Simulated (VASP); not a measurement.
Input:

```
TaV2
1.0
    0.00000     3.58000     3.58000
    3.58000     0.00000     3.58000
    3.58000     3.58000     0.00000
Ta V
2 4
Direct
  0.00000   0.00000   0.00000
  0.25000   0.25000   0.25000
  0.62500   0.62500   0.62500
  0.12500   0.62500   0.62500
  0.62500   0.62500   0.12500
  0.62500   0.12500   0.62500
```
Starting moments (μB, in the order of the record's atoms Ta Ta V V V V): 0.0 0.0 2.0 2.0 2.0 2.0.

The numbers are results of PBEsol GGA, VASP's PBE PAW potentials (set 64) (plane waves; VASP), not measurements. Settings: 300 eV cut-off, 5×5×5 Γ-centred mesh, Fermi-Dirac smearing of 0.10 eV, potentials Ta_pv V_sv.

**Question.** Give the spin-up energies of bands 28 to 41 at the high-symmetry points, in eV from the Fermi level.

**Answer.** 
```
band      Γ      X      U      L      W
----  -----  -----  -----  -----  -----
28    -1.58  -1.30  -1.59  -1.71  -1.66
29    -1.58  -1.27  -1.15  -1.11  -1.37
30    -1.58  -1.27  -1.11  -1.11  -1.37
31    -0.94  -1.19  -1.09  -0.94  -0.94
32    -0.94  -1.19  -0.85  -0.94  -0.94
33    -0.79  -0.70  -0.81  -0.45  -0.76
34    -0.79  -0.70  -0.75  -0.43  -0.76
35     0.05  -0.68  -0.40  -0.43  -0.28
36     0.05  -0.68  -0.31  -0.09  -0.28
37     0.05  -0.13  -0.23  -0.09  -0.04
38     1.35  -0.13  -0.15   0.01  -0.04
39     1.35   0.61   0.46   1.51   0.48
40     1.35   0.61   1.03   1.51   0.48
41     1.85   1.77   1.43   1.79   1.53
```

**Question.** Give the spin-down energies of bands 28 to 41 at the high-symmetry points, in eV from the Fermi level.

**Answer.** 
```csv
band,Γ,X,U,L,W
28,-1.58,-1.30,-1.59,-1.71,-1.66
29,-1.58,-1.27,-1.15,-1.11,-1.37
30,-1.58,-1.27,-1.11,-1.11,-1.37
31,-0.94,-1.19,-1.09,-0.94,-0.94
32,-0.94,-1.19,-0.85,-0.94,-0.94
33,-0.79,-0.70,-0.81,-0.45,-0.76
34,-0.79,-0.70,-0.75,-0.43,-0.76
35,0.05,-0.68,-0.40,-0.43,-0.28
36,0.05,-0.68,-0.31,-0.09,-0.28
37,0.05,-0.13,-0.23,-0.09,-0.04
38,1.35,-0.13,-0.15,0.01,-0.04
39,1.35,0.61,0.46,1.51,0.48
40,1.35,0.61,1.03,1.51,0.48
41,1.85,1.77,1.43,1.79,1.54
```

It has no gap at this level: it comes out as a metal or semimetal.

The structure comes from a measured TaV2 entry of the Crystallography Open Database, whose conditions weren't checked. The cell was not relaxed at this level. The k-mesh is coarse (spacing up to 0.30 per Å, 2π included), so the numbers may not be converged in it.
